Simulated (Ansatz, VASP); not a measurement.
## Cross-check of PtSe2 (Sudovikovite) between VASP and Ansatz

One calculation is typed for both programs; each brings its own data sets. How far apart do they land? The cell is taken from a series of runs on this material, whose earlier steps may have relaxed, scaled, displaced or heated it; both programs get it as it stands.

Program: Ansatz 0.2.0. Level of theory: plane waves, with VASP 6.6.1 beside it; relaxation of cell and atoms at PBEsol. Results are calculated unless marked as measured.

## (1) The starting structure

It takes space group P-3m1 (No. 164, trigonal). Conventional cell: a = 3.761 Å, b = 3.761 Å, c = 4.853 Å, α = 90.00°, β = 90.00°, γ = 120.00°. Nearest to Pt lie 6 Se at 2.51 Å. Nearest to Se lie 3 Pt at 2.51 Å. Farther neighbours and most contacts between anions are not listed.

As a file:

```xyz
3
Lattice="3.7612 0.0000 0.0000 -1.8806 3.2573 0.0000 0.0000 0.0000 4.8525" Properties=species:S:1:pos:R:3 pbc="T T T"
Pt    0.0000    0.0000    0.0000
Se    0.0000    2.1715    1.2665
Se    1.8806    1.0858    3.5860
```

## (2) VASP: relaxation of cell and atoms, PBEsol

The relaxed volume is the usual yardstick between codes: in a stiff, nearly cubic crystal its relative difference is about their pressure difference at one cell divided by the bulk modulus.

Lines of VASP's logs that name or quote its potential files are left out, and so is its time.

The input, INCAR:

```
SYSTEM = PtSe2
PREC = Accurate
ENCUT = 500
EDIFF = 1E-07
NELM = 120
ISMEAR = 1
SIGMA = 0.2
LREAL = .FALSE.
ALGO = Normal
GGA = PS
NBANDS = 17
LASPH = .TRUE.
LORBIT = 11
LWAVE = .FALSE.
LCHARG = .FALSE.
ISIF = 3
IBRION = 2
NSW = 80
EDIFFG = -0.005
GGA_COMPAT = .FALSE.
NELMIN = 4
```

The input, POSCAR:

```
PtSe2
1.0
    3.7612280000      0.0000000000      0.0000000000
   -1.8806140000      3.2573190000      0.0000000000
    0.0000000000      0.0000000000      4.8525210000
Pt Se
1 2
Direct
    0.0000000000      0.0000000000      0.0000000000
    0.3333333333      0.6666666667      0.2610028890
    0.6666666667      0.3333333333      0.7389971110
```

The input, KPOINTS:

```
Automatic mesh
0
Gamma
15 15 10
0 0 0
```

Potentials, in the order of the species: Pt and Se (PBE family, release 64).

Started as:

```console
$ mpirun -np 1 vasp_std
```

Numbers of over 12 decimals in the logs are rounded to 6 here.

Output:

```text
[banner, memory and clock lines left out]
running    1 mpi-ranks, on    1 nodes
 distrk:  each k-point on    1 cores,    1 groups
 distr:  one band on    1 cores,    1 groups

 POSCAR found type information on POSCAR PtSe
 POSCAR found :  2 types and       3 ions
|                                                                             |
|               ----> ADVICE to this user running VASP <----                  |
|                                                                             |
|     You enforced a specific xc type in the INCAR file but a different       |
|     [... a line on the potential file left out ...]
|     I HOPE YOU KNOW WHAT YOU ARE DOING!                                     |
|                                                                             |

 LDA part: xc-table for (Slater+PW92), standard interpolation
 POSCAR, INCAR and KPOINTS ok, starting setup
 FFT: planning ... GRIDC
 FFT: planning ... GRID_SOFT
 FFT: planning ... GRID
 WAVECAR not read
 entering main loop
       N       E                     dE             d eps       ncg     rms          rms(c)
DAV:   1     0.106330935171E+03    0.10633E+03   -0.99574E+03  8228   0.111E+03
DAV:   2    -0.120599774100E+02   -0.11839E+03   -0.11496E+03 10201   0.216E+02
DAV:   3    -0.167008020695E+02   -0.46408E+01   -0.46080E+01  9908   0.435E+01
DAV:   4    -0.167347677617E+02   -0.33966E-01   -0.33947E-01 10315   0.398E+00
DAV:   5    -0.167350961616E+02   -0.32840E-03   -0.32839E-03 10292   0.379E-01    0.127E+01
DAV:   6    -0.161579821447E+02    0.57711E+00   -0.48382E+00  8262   0.199E+01    0.780E+00
DAV:   7    -0.159315280655E+02    0.22645E+00   -0.90911E-01  8285   0.957E+00    0.382E+00
DAV:   8    -0.159083810316E+02    0.23147E-01   -0.63052E-02  8831   0.171E+00    0.837E-01
DAV:   9    -0.159052906791E+02    0.30904E-02   -0.76511E-03  9252   0.842E-01    0.207E-01
DAV:  10    -0.159053077082E+02   -0.17029E-04   -0.11554E-03  9294   0.216E-01    0.357E-02
DAV:  11    -0.159053061340E+02    0.15742E-05   -0.49144E-05 10444   0.612E-02    0.225E-02
DAV:  12    -0.159053056675E+02    0.46655E-06   -0.37555E-06  8940   0.152E-02    0.373E-03
DAV:  13    -0.159053056997E+02   -0.32193E-07   -0.58311E-07 10644   0.523E-03
   1 F= -.15905306E+02 E0= -.15905495E+02  d E =-.159053E+02
[...]
2 F= -.15905247E+02 E0= -.15905442E+02  d E =0.585488E-04
[...]
3 F= -.15905340E+02 E0= -.15905532E+02  d E =-.345515E-04
 curvature:  -0.20 expect dE=-0.208E-05 dE for cont linesearch -0.416E-07
 ZBRENT: interpolating
 opt :   0.3878  next Energy=   -15.905340 (dE=-0.346E-04)
 bond charge predicted
       N       E                     dE             d eps       ncg     rms          rms(c)
DAV:   1    -0.159053404905E+02   -0.23309E-06   -0.36476E-06  8410   0.155E-02    0.283E-03
DAV:   2    -0.159053403238E+02    0.16666E-06   -0.89326E-07  8282   0.929E-03    0.185E-03
DAV:   3    -0.159053402650E+02    0.58815E-07   -0.93443E-08  4109   0.315E-03    0.735E-04
DAV:   4    -0.159053402304E+02    0.34648E-07   -0.45020E-08  4102   0.114E-03
   4 F= -.15905340E+02 E0= -.15905532E+02  d E =-.345307E-04
 curvature:  -0.20 expect dE=-0.219E-05 dE for cont linesearch -0.576E-11
 trial: gam= 0.05727 g(F)=  0.169E-05 g(S)=  0.936E-05 ort = 0.746E-07 (trialstep = 0.878E+00)
 search vector abs. value=  0.117E-04
 reached required accuracy - stopping structural energy minimisation
```

From OUTCAR (step 2):

```text
ion  position               nearest neighbor table
   1  0.000  0.000  0.000-   2 2.51   3 2.51   3 2.51   2 2.51   3 2.51   2 2.51
   2  0.333  0.667  0.261-   1 2.51   1 2.51   1 2.51
   3  0.667  0.333  0.739-   1 2.51   1 2.51   1 2.51

  LATTYP: Found a hexagonal cell.
 ALAT       =     3.7612280000
 C/A-ratio  =     1.2901427406

 Subroutine GETGRP returns: Found 12 space group operations
 (whereof 12 operations were pure point group operations)

The static configuration has the point symmetry D_3d.

 Found    238 irreducible k-points:

   k-points           NKPTS =    238   k-points in BZ     NKDIM =    238   number of bands    NBANDS=     17

   dimension x,y,z NGX =    28 NGY =   28 NGZ =   36
   dimension x,y,z NGXF=    56 NGYF=   56 NGZF=   72

   ENCUT  =  500.0 eV  36.75 Ry    6.06 a.u.   6.86  6.86  8.85*2*pi/ulx,y,z

   NELECT =      22.0000    total number of electrons

 k-points in reciprocal lattice and weights: Automatic mesh
   0.00000000  0.00000000  0.00000000       0.000
   0.06666667  0.00000000  0.00000000       0.003
   0.13333333  0.00000000  0.00000000       0.003
   0.20000000  0.00000000  0.00000000       0.003
   0.26666667  0.00000000  0.00000000       0.003
   0.33333333  0.00000000  0.00000000       0.003
   0.40000000  0.00000000  0.00000000       0.003
   0.46666667  0.00000000  0.00000000       0.003
   0.06666667  0.06666667  0.00000000       0.003
[...]
0.33333333  0.26666667  0.50000000       0.005
   0.33333333  0.33333333  0.50000000       0.001

 average (electrostatic) potential at core
       1 -68.2451       2 -52.5124       3 -52.5124

 E-fermi :   6.5665

 k-point     1 :       0.0000    0.0000    0.0000
  band No.  band energies     occupation
    ...
      6       2.7143      2.00000
      7       2.7143      2.00000
      8       4.0983      2.00000
      9       5.5466      2.00000
     10       5.5466      2.00000
     11       7.3207     -0.00000
     12       7.7521     -0.00000
     13       7.7521     -0.00000
     14       9.8279     -0.00000
     15      10.6225      0.00000
    ...

 k-point     2 :       0.0667    0.0000    0.0000
  band No.  band energies     occupation
    ...
      6       2.6500      2.00000
      7       2.6782      2.00000
      8       3.9916      2.00000
      9       5.3274      2.00000
     10       5.4762      2.00000
     11       6.9376     -0.02478
     12       7.8032     -0.00000
     13       7.9356     -0.00000
     14      10.1960     -0.00000
     15      10.9261      0.00000
    ...

 k-point     3 :       0.1333    0.0000    0.0000
  band No.  band energies     occupation
    ...
      7       2.5857      2.00000
      8       3.6719      2.00000
      9       4.9406      2.00000
     10       5.2682      2.00000
     11       6.3317      2.07006
     12       7.9568     -0.00000
     13       8.0990     -0.00000
     14      10.9273      0.00000
     15      11.6413      0.00000
     16      13.2722      0.00000
    ...

  Total       -0.0138149     -0.0138149      0.0141511     -0.0000000      0.0000000      0.0000000
  in kB       -0.3719174     -0.3719174      0.3809692     -0.0000000      0.0000000      0.0000000
  external PRESSURE =      -0.1209552 kB  Pullay stress =       0.0000000 kB

  energy-cutoff  :      500.00
  volume of cell :       59.51
      direct lattice vectors                 reciprocal lattice vectors
     3.762432256  0.000000000  0.000000000     0.265785516  0.153451339  0.000000000
    -1.881216128  3.258361917  0.000000000     0.000000000  0.306902679  0.000000000
     0.000000000 -0.000000000  4.854481618     0.000000000 -0.000000000  0.205995218

 POSITION                                       TOTAL-FORCE (eV/Angst)
 -----------------------------------------------------------------------------------
      0.00000     -0.00000      0.00000        -0.000000      0.000000      0.000000
     -0.00000      2.17224      1.26741         0.000000     -0.000000      0.004181
      1.88122      1.08612      3.58707        -0.000000      0.000000     -0.004181
 -----------------------------------------------------------------------------------
    total drift:                               -0.000000      0.000000     -0.000000

  FREE ENERGIE OF THE ION-ELECTRON SYSTEM (eV)
  ---------------------------------------------------
  free  energy   TOTEN  =       -15.9053402304 eV

  energy  without entropy=      -15.9059153816  energy(sigma->0) =      -15.90553195

 reached required accuracy - stopping structural energy minimisation

 total charge
# of ion       s       p       d       tot
------------------------------------------
    1        0.675   0.687   8.033   9.395
    2        1.488   2.209   0.072   3.768
    3        1.488   2.209   0.072   3.768
--------------------------------------------------
tot          3.651   5.105   8.176  16.932

[... 3 further parts left out ...]
```

CONTCAR:

```
PtSe2
   1.00000000000000
     3.7624322564946455    0.0000000000000000    0.0000000000000000
    -1.8812161282473228    3.2583619167195081    0.0000000000000000
     0.0000000000000000   -0.0000000000000000    4.8544816184760773
  Pt              Se
     1     2
Direct
     0.0000000000000000    0.0000000000000000    0.0000000000000000
     0.3333333332999970    0.6666666667000030    0.2610808332023244
     0.6666666667000030    0.3333333332999970    0.7389191667976756
```

## (3) Ansatz: relaxation of cell and atoms, PBEsol

Ansatz runs on norm-conserving files, of PseudoDojo where its log says so.

The same cell, functional, mesh and smearing now go to Ansatz, which takes its cutoff from its data sets.

The input, input.yaml:

```yaml
crystal:
  lattice:
    - [3.7612280806, 0.0, 0.0]
    - [-1.8806140403, 3.2573190673, 0.0]
    - [0.0, 0.0, 4.8525212584]
  atoms:
    - { symbol: Pt, position: [0.0, 0.0, 0.0] }
    - { symbol: Se, position: [0.3333333333, 0.6666666667, 0.2610029686] }
    - { symbol: Se, position: [0.6666666667, 0.3333333333, 0.7389970314] }
kpoints:
  mp_grid: { grid: [15, 15, 10] }
hamiltonian:
  xc: pbesol
  pseudopotentials: { kind: nc, accuracy: standard }
scf:
  occupations: { method: methfessel_paxton, width: 0.2 }
output:
  forces: true
  stress: true
  eigenvalues: true
relax:
  adjacent_minimum: "off"
  f_tol: 0.001
  max_steps: 60
  cell: { stress_tol: 0.01 }
```

Started as:

```console
$ ansatz run input.yaml --threads 8 --pin off --max-ram 14336MiB --backend cpu --events-out ev --progress --plain --runs-dir out
```

Output:

```text
Engine: ansatz 0.2.0, x86_64-unknown-linux-gnu
Pseudopotentials: kind: nc
Pseudopotential: Pt, nc, valence charge 18, recommended cutoff 1142.878222 eV (normal), Pt.nc.azcp (PseudoDojo's, or run here from an input of PseudoDojo's; its table is named by hamiltonian.pseudopotentials.accuracy)
Pseudopotential: Se, nc, valence charge 16, recommended cutoff 1170.089609 eV (normal), Se.nc.azcp (PseudoDojo's, or run here from an input of PseudoDojo's; its table is named by hamiltonian.pseudopotentials.accuracy)
Functional definition: PBEsol
  exchange = pbesol_x
  correlation = pbesol_c
Crystal: 3 atoms, lattice volume = 59.451 Å³
Basis set: ecut = 1170.089609 eV, 5391 PW (Γ), exchange–correlation on 90×90×120 points (8 copies of the dense FFT grid, shifted against one another)
Bands: 30, of which v1, the nominal top of the filled ones, is band 25 counted from 1 (24 counted from 0)
Symmetry: 12 space group operations
Space group: P-3m1 (ITA 164), of the structure as read, at distance tolerance 3.9e-5 Å
k-points: 238 of 2250
Non-local potential: Pt, projectors of the file, l = 0: 2, l = 1: 2, l = 2: 2, l = 3: 2
Non-local potential: Se, projectors of the file, l = 0: 2, l = 1: 2, l = 2: 2
Initial density: superposition of atomic densities (chi_scale 0.1, normalization cell, long waves kept (reshape's long-wave potential 0.01 eV rms))
Initial wavefunctions: pseudopotential atomic-orbital guess
Functional: x = pbesol(κ = 0.804, μ = 0.123457), c = pbesol(β = 0.046)
SCF iter   1: F=—  HF=-10145.180169 eV  |F-HF|=—  |Δ(HF+E_count)|=         —  Δρ=5.46e-2  dr2=7.40e-1  ethr=3.10e-3  ⟨swp⟩=5.8  Hψ=29713  notcnv=0
preconditioner: auto → LDOS  [metal: Δε(μ)=0.012 eV  Ē_g=10.068 eV  σ=0.200 eV  W_gap=0.05  n_scr=22 (ndim 8)  ℏωp=22.6 eV  f_vac=0.010  D(μ)=0.67/eV (n_scr^D=2)  β→1.0]
SCF iter   2: F=—  HF=-10144.976208 eV  |F-HF|=—  |Δ(HF+E_count)|=   2.04e-1  S|Δr|=    0.00e0  Δρ=1.19e-2  dr2=4.38e-2  ethr=1.48e-3  ⟨swp⟩=2.5  Hψ=14052  notcnv=0  defer=83
SCF iter   3: F=—  HF=-10144.962678 eV  |F-HF|=—  |Δ(HF+E_count)|=   1.35e-2  S|Δr|=    0.00e0  Δρ=2.96e-3  dr2=3.65e-3  ethr=8.76e-5  ⟨swp⟩=2.0  Hψ=13008  notcnv=0  defer=83
SCF iter   4: F=—  HF=-10144.961955 eV  |F-HF|=—  |Δ(HF+E_count)|=   7.23e-4  S|Δr|=    0.00e0  Δρ=5.25e-4  dr2=1.50e-4  ethr=7.30e-6  ⟨swp⟩=2.0  Hψ=9073  notcnv=0  defer=83
SCF iter   5: F=—  HF=-10144.961899 eV  |F-HF|=—  |Δ(HF+E_count)|=   5.62e-5  S|Δr|=    0.00e0  Δρ=1.31e-4  dr2=3.36e-6  ethr=3.00e-7  ⟨swp⟩=2.3  Hψ=12807  notcnv=0  defer=83
SCF iter   6: F=—  HF=-10144.961684 eV  |F-HF|=—  |Δ(HF+E_count)|=   2.16e-4  S|Δr|=    0.00e0  Δρ=2.26e-5  dr2=1.01e-7  ethr=6.72e-9  ⟨swp⟩=2.0  Hψ=12828  notcnv=0  defer=83
SCF iter   7: F=-10144.961684 eV  HF=-10144.961684 eV  |F-HF|=1.82e-12  |Δ(HF+E_count)|=   1.70e-8  S|Δr|=    0.00e0  Δρ=2.87e-6  dr2=8.76e-10  ethr=2.00e-10  ⟨swp⟩=7.9  Hψ=33145  notcnv=0
SCF 1 converged in 7 iterations: F = -10144.961684 eV  dr2 = 8.76e-10
relax step   1: F+E_penalty+E_count = -10144.96168366 eV  Δ(F+E_penalty+E_count) = +0.000e0 eV  max|allowed force component| = 7.467e-4 eV/Å  Δτ_max = 0.0000 Å  P = -0.016 GPa  Ω = 59.451 Å³  (7 SCF iters, dr2 threshold 1.00e-7 eV, accepted)
[...]
relax step   2: F+E_penalty+E_count = -10144.96168636 eV  Δ(F+E_penalty+E_count) = -2.703e-6 eV  max|allowed force component| = 1.945e-3 eV/Å  Δτ_max = 0.0008 Å  P = +0.014 GPa  Ω = 59.413 Å³  energy of the carried Pulay correction = +2.891e-6 eV  (4 SCF iters, dr2 threshold 7.09e-10 eV, rejected (line search))
[...]
relax step   3: F+E_penalty+E_count = -10144.96168611 eV  Δ(F+E_penalty+E_count) = -2.449e-6 eV  max|allowed force component| = 1.554e-4 eV/Å  Δτ_max = 0.0003 Å  P = -0.003 GPa  Ω = 59.436 Å³  energy of the carried Pulay correction = +1.160e-6 eV  (6 SCF iters, accepted)
[...]
relax step   4: F+E_penalty+E_count = -10144.96168493 eV  Δ(F+E_penalty+E_count) = +1.178e-6 eV  max|allowed force component| = 1.553e-4 eV/Å  Δτ_max = 0.0000 Å  P = -0.004 GPa  Ω = 59.436 Å³  stress off target by 7.88e-3 GPa  SCF on the basis re-selected at this cell (its energy is not comparable with the rows above)  (7 SCF iters)
basis re-selected at this cell: Δ(F+E_penalty+E_count) = +1.178e-6 eV, ΔP = -0.000 GPa vs the last step (what re-selecting the basis moved, of the pressure what is left beyond the Pulay correction that the steps carried, after the strain that the cell walked since its last selection, with what the two solves' SCF thresholds leave and, on support functions, any second-order correction that the steps lacked; it is no m [...]
SCF converged after 7 iterations
Stability not checked: this state was not tested for a lower state beside it, because cold or Methfessel-Paxton smearing, or corrected tetrahedra, fill the levels in a way that the test cannot read (fill_not_monotonic; see scf.lower_state_search)
Free energy (F): -10144.961685 eV
Harris-Foulkes:  -10144.961685 eV  (|F-HF|=5.46e-12)
Internal energy: -10144.962305 eV  (E = F + TS)
E sigma→0 (E₀):  -10144.961840 eV
Entropy (-TS):   0.000620 eV (0.207 meV/atom)
Fermi energy:    14.015996 eV
--- Per-component energies (eV) ---
  E_band       = -921.607931
  E_kinetic    = 5281.727772
  E_local      = -7291.239371  (includes V_loc(G=0)·N_el)
  E_nonlocal   = -2646.619631
  E_hartree    = 2559.939986
  E_xc         = -1948.258286
  E_vxc        = -1385.356653  (∫ρ·V_xc dr)
  E_ewald      = -6100.512775
  E_smearing   = 0.000620  (= −TS)
  E_closure    = 0.000000  (closes the sum)
  Σ components = -10144.961685   (vs F -10144.961685, Δ=0.00e0)
--- Forces (eV/Å), atoms counted from 1 ---
  atom   1  Pt    -0.00000000     0.00000000     0.00000000
  atom   2  Se     0.00000000     0.00000000     0.00015529
  atom   3  Se    -0.00000000    -0.00000000    -0.00015529
  max |Σ_I F_I| component: 9.25e-18 eV/Å
--- Stress (GPa, compression-positive) ---
       -0.001409      -0.000000       0.000000
       -0.000000      -0.001409       0.000000
        0.000000       0.000000      -0.007880
  P = ⅓ Tr σ = -0.0036 GPa (-0.036 kbar)
--- Band table (eV; the first three rows and the last of 238) ---
  k-point 0: bands = [... 21 lower, 11.5503, 12.9889, 12.9889, 14.7678, 15.1989, 15.1989, 17.2772, 18.0715, ... 1 higher]
  k-point 1: bands = [... 21 lower, 11.5433, 12.9131, 12.9131, 14.4551, 15.3139, 15.3139, 17.3848, 18.3707, ... 1 higher]
  k-point 2: bands = [... 21 lower, 11.5142, 12.7354, 12.7354, 13.7646, 15.6033, 15.6033, 17.6969, 19.0187, ... 1 higher]
  k-point 237: bands = [... 21 lower, 9.6640, 10.5230, 11.5374, 11.5374, 16.3084, 16.3084, 20.5955, 21.5359, ... 1 higher]
--- Relaxed structure (3 steps of the walk, 2 accepted, 1 SCFs on fresh bases) ---
  F+E_penalty+E_count = -10144.96168493 eV   max|allowed force component| = 1.553e-4 eV/Å   (the final SCF, on the basis selected at the relaxed cell)
  cell:  # Å, volume = 59.4355 Å³
    - [3.761041, 0, 0]
    - [-1.880520, 3.257157, 0]
    - [0, 0, 4.851761]
  atoms:
    - { symbol: Pt, position: [0, 0, 0] }
    - { symbol: Se, position: [0.333333, 0.666667, 0.261065] }
    - { symbol: Se, position: [0.666667, 0.333333, 0.738935] }
```

## (4) Differences

Known differences besides the potentials themselves: the data sets hold 50 valence electrons in Ansatz (on norm-conserving files, of PseudoDojo where its log says so) and 22 in VASP; the cutoff is 1170.09 eV in Ansatz and 500 eV in VASP; Ansatz adds a Pulay correction to the stress that steers its cell, VASP none. Total energies have different zeros and are not compared.

Compared:

```csv
quantity,Ansatz,VASP,difference
volume (Å³),59.44,59.51,-0.13 %
"edge a after relaxation, in the typed setting (Å)",3.761,3.762,-0.04 %
"edge c after relaxation, in the typed setting (Å)",4.852,4.854,-0.06 %
```

## (5) What came out

```yaml
difference_in_volume_relaxation_of_cell_and_atoms_pbesol: -0.13 %
```

In words: The difference in volume is -0.13 % (relaxation of cell and atoms, PBEsol), within the 1.2 % picked in this series as the mark of a large difference, as far as the stopping tolerances let one tell. The data sets hold unlike numbers of valence electrons (50 in Ansatz and 22 in VASP), so part of the differences comes from the potentials. How closely two codes agree says nothing of how well the functional describes the real material.

[Lines on the potential files, build, host, timing and source positions are cut from VASP's logs without a mark.]

[Logs are printed without paths, hosts, clocks, repeated set-up lines and the standing remarks that a program may print on its own settings, such as how far it seeks lower states.]

[Hosts, paths, dates, database ids (printed as entryN), source tags and the programs' standing remarks are cut or masked in the printed files.]
